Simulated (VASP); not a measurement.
Consider the following.

```xyz
6
Lattice="4.7707 0.0000 0.0000 0.0000 4.7707 0.0000 0.0000 0.0000 3.2195" Properties=species:S:1:pos:R:3 pbc="T T T"
Sn     0.0000     0.0000     0.0000
Sn     2.3854     2.3854     1.6098
O      1.4618     1.4618     0.0000
O      0.9236     3.8471     1.6098
O      3.3090     3.3090     0.0000
O      3.8471     0.9236     1.6098
```

Level of theory: PBEsol GGA, VASP's PBE PAW potentials (set 64) (plane waves; VASP). Run with 520 eV cut-off, 5×5×8 Γ-centred mesh, tetrahedra with Blöchl corrections, potentials Sn_d O.

Unless said otherwise, spin-orbit coupling is left out, though it shifts the bands of the heavy elements here.

**Question.** What does the run give for the energy per atom (σ→0), band gap (on the k-mesh) with the smallest direct gap where there is one?

**Answer.** 
```yaml
band gap (on the k-mesh): 0.88 eV
smallest direct gap (on the k-mesh): 0.88 eV
energy per atom (σ→0): -637.9 kJ/mol of atoms
```

The structure comes from a measured SnO2 entry (P4_2/mnm) of the Crystallography Open Database, whose conditions weren't checked. It was relaxed first.
